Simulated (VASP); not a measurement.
Method: PBEsol GGA, VASP's PBE PAW potentials (set 64) (plane waves; VASP).

A VASP calculation is set up with these files.

**INCAR**
```
ALGO=Normal
EDIFF=1E-6
EDIFFG=-0.02
ENCUT=500
GGA=PS
IBRION=2
ISIF=3
ISMEAR=1
LASPH=.True.
LCHARG=.False.
LMAXMIX=6
LREAL=.False.
LWAVE=.False.
NELM=100
NSW=40
PREC=Accurate
PSTRESS=100
SIGMA=0.1
SYSTEM=La
```

### POSCAR
```
La
1
    1.6751220380    -2.9013968026     0.0000000000
    1.6751220380     2.9013968026    -0.0000000000
    0.0000000000     0.0000000000    10.8789966231
La
4
Direct
  1.0000000000   1.0000000000   0.5000000000
  1.0000000000   1.0000000000   1.0000000000
  0.3333330000   0.6666670000   0.2500000000
  0.6666670000   0.3333330000   0.7500000000
```

**KPOINTS**
```
Automatic mesh
0
gamma
11 11 3
```

POTCAR, in this order: La (PBE.64 set). Program: vasp_std.

Output of the run:

OSZICAR:
```
       N       E                     dE             d eps       ncg     rms          rms(c)
DAV:   1     0.560387992780E+03    0.56039E+03   -0.14290E+04  1688   0.239E+03
DAV:   2     0.116671443128E+03   -0.44372E+03   -0.43805E+03  2480   0.489E+02
DAV:   3    -0.235857549670E+01   -0.11903E+03   -0.11775E+03  3144   0.302E+02
DAV:   4    -0.182331958645E+02   -0.15875E+02   -0.15639E+02  3072   0.115E+02
DAV:   5    -0.205273872081E+02   -0.22942E+01   -0.22194E+01  3288   0.352E+01    0.830E+00
DAV:   6    -0.205960433561E+02   -0.68656E-01   -0.33983E+00  3112   0.147E+01    0.415E+00
DAV:   7    -0.205415997745E+02    0.54444E-01   -0.64489E-01  3152   0.530E+00    0.909E-01
DAV:   8    -0.205494989265E+02   -0.78992E-02   -0.13786E-01  3296   0.247E+00    0.318E-01
DAV:   9    -0.205525829409E+02   -0.30840E-02   -0.35898E-02  3112   0.102E+00    0.313E-01
DAV:  10    -0.205535659408E+02   -0.98300E-03   -0.87723E-03  3064   0.602E-01    0.142E-01
DAV:  11    -0.205538920471E+02   -0.32611E-03   -0.22113E-03  3312   0.267E-01    0.491E-02
DAV:  12    -0.205539633675E+02   -0.71320E-04   -0.48737E-04  3128   0.116E-01    0.276E-02
DAV:  13    -0.205539921614E+02   -0.28794E-04   -0.24532E-04  2744   0.102E-01    0.147E-02
DAV:  14    -0.205539918199E+02    0.34153E-06   -0.55919E-05  2504   0.607E-02    0.120E-02
DAV:  15    -0.205539956968E+02   -0.38769E-05   -0.18177E-05  2208   0.336E-02    0.211E-03
DAV:  16    -0.205539960252E+02   -0.32846E-06   -0.34535E-06  1568   0.125E-02
   1 F= -.13953724E+02 E0= -.13953322E+02  d E =-.139537E+02
       N       E                     dE             d eps       ncg     rms          rms(c)
DAV:   1    -0.206363708167E+02   -0.82375E-01   -0.19780E+00  2792   0.243E+01    0.870E-01
DAV:   2    -0.206121707101E+02    0.24200E-01   -0.95622E-02  2868   0.384E+00    0.398E-01
DAV:   3    -0.206053952181E+02    0.67755E-02   -0.36011E-02  2976   0.192E+00    0.101E-01
DAV:   4    -0.206055142168E+02   -0.11900E-03   -0.24165E-03  2976   0.490E-01    0.513E-02
DAV:   5    -0.206055673645E+02   -0.53148E-04   -0.36575E-04  3240   0.164E-01    0.354E-02
DAV:   6    -0.206055734224E+02   -0.60578E-05   -0.10260E-04  3000   0.818E-02    0.146E-02
DAV:   7    -0.206055731743E+02    0.24809E-06   -0.32136E-05  2512   0.549E-02    0.601E-03
DAV:   8    -0.206055738304E+02   -0.65607E-06   -0.44088E-06  1832   0.337E-02
   2 F= -.13958630E+02 E0= -.13958706E+02  d E =-.490623E-02
       N       E                     dE             d eps       ncg     rms          rms(c)
DAV:   1    -0.206304371108E+02   -0.24864E-01   -0.33350E-01  2796   0.100E+01    0.354E-01
DAV:   2    -0.206263931566E+02    0.40440E-02   -0.15710E-02  2858   0.153E+00    0.164E-01
DAV:   3    -0.206252323198E+02    0.11608E-02   -0.62353E-03  2968   0.795E-01    0.424E-02
DAV:   4    -0.206252491596E+02   -0.16840E-04   -0.42652E-04  2974   0.208E-01    0.213E-02
DAV:   5    -0.206252577938E+02   -0.86342E-05   -0.67779E-05  3096   0.684E-02    0.154E-02
DAV:   6    -0.206252562015E+02    0.15923E-05   -0.19630E-05  2362   0.441E-02    0.433E-03
DAV:   7    -0.206252559076E+02    0.29386E-06   -0.31803E-06  1568   0.226E-02
   3 F= -.13959203E+02 E0= -.13959500E+02  d E =-.547915E-02
       N       E                     dE             d eps       ncg     rms          rms(c)
DAV:   1    -0.206017344156E+02    0.23522E-01   -0.38356E-01  2690   0.965E+00    0.458E-01
DAV:   2    -0.205954130457E+02    0.63214E-02   -0.25810E-02  2834   0.183E+00    0.210E-01
DAV:   3    -0.205935945279E+02    0.18185E-02   -0.10440E-02  2936   0.100E+00    0.559E-02
DAV:   4    -0.205936323246E+02   -0.37797E-04   -0.85048E-04  2966   0.287E-01    0.239E-02
DAV:   5    -0.205936537281E+02   -0.21404E-04   -0.10758E-04  3208   0.869E-02    0.220E-02
DAV:   6    -0.205936660155E+02   -0.12287E-04   -0.40406E-05  2660   0.503E-02    0.103E-02
DAV:   7    -0.205936708604E+02   -0.48449E-05   -0.15056E-05  2464   0.376E-02    0.218E-03
DAV:   8    -0.205936703482E+02    0.51218E-06   -0.94322E-07  1288   0.197E-02
   4 F= -.13959604E+02 E0= -.13959988E+02  d E =-.400589E-03
```

### OUTCAR
```
------------------------ aborting loop because EDIFF is reached ----------------------------------------
  FORCE on cell =-STRESS in cart. coord.  units (eV):
  Direction    XX          YY          ZZ          XY          YZ          ZX
  --------------------------------------------------------------------------------------
  Total        6.6799431      6.6799453      6.7098796      0.0000000      0.0000000      0.0000000
  in kB      100.6915296    100.6915627    101.1427832      0.0000000      0.0000000      0.0000000
  external PRESSURE =       0.8419585 kB  Pullay stress =     100.0000000 kB
  volume of cell :      106.29
      direct lattice vectors                 reciprocal lattice vectors
     1.688108360 -2.923889929 -0.000000000     0.296189517 -0.171005069 -0.000000000
     1.688108360  2.923889929  0.000000000     0.296189517  0.171005069 -0.000000000
     0.000000000 -0.000000000 10.767108140    -0.000000000 -0.000000000  0.092875449
 POSITION                                       TOTAL-FORCE (eV/Angst)
 -----------------------------------------------------------------------------------
      0.00000      0.00000      5.38355         0.000000      0.000000      0.000000
      0.00000      0.00000      0.00000         0.000000      0.000000      0.000000
      1.68811      0.97463      2.69178        -0.000000     -0.000000      0.000000
      1.68811     -0.97463      8.07533         0.000000      0.000000     -0.000000
 -----------------------------------------------------------------------------------
    total drift:                               -0.000000     -0.000000      0.000000
  FREE ENERGIE OF THE ION-ELECTRON SYSTEM (eV)
  ---------------------------------------------------
  free  energy   TOTEN  =       -20.5936703482 eV

  energy  without entropy=      -20.5948233840  energy(sigma->0) =      -20.59405469
  enthalpy is  TOTEN    =       -13.9596037326 eV   P V=        6.6340666156

 reached required accuracy - stopping structural energy minimisation
```
(Selected blocks of OUTCAR.)

**CONTCAR**
```
La
   1.00000000000000
     1.6881083597816691   -2.9238899287750297   -0.0000000000000000
     1.6881083597816691    2.9238899287750297    0.0000000000000000
     0.0000000000000000   -0.0000000000000000   10.7671081400880375
  La
     4
Direct
     0.0000000000000000    0.0000000000000000    0.5000000000000000
     0.0000000000000000    0.0000000000000000    0.0000000000000000
     0.3333330000000032    0.6666669999999968    0.2500000000000000
     0.6666669999999968    0.3333330000000032    0.7500000000000000
```

The compound is La in the dhcp structure. This run relaxes it under an external pressure of 10 GPa. Symmetry was kept, so distortions that lower it aren't found.
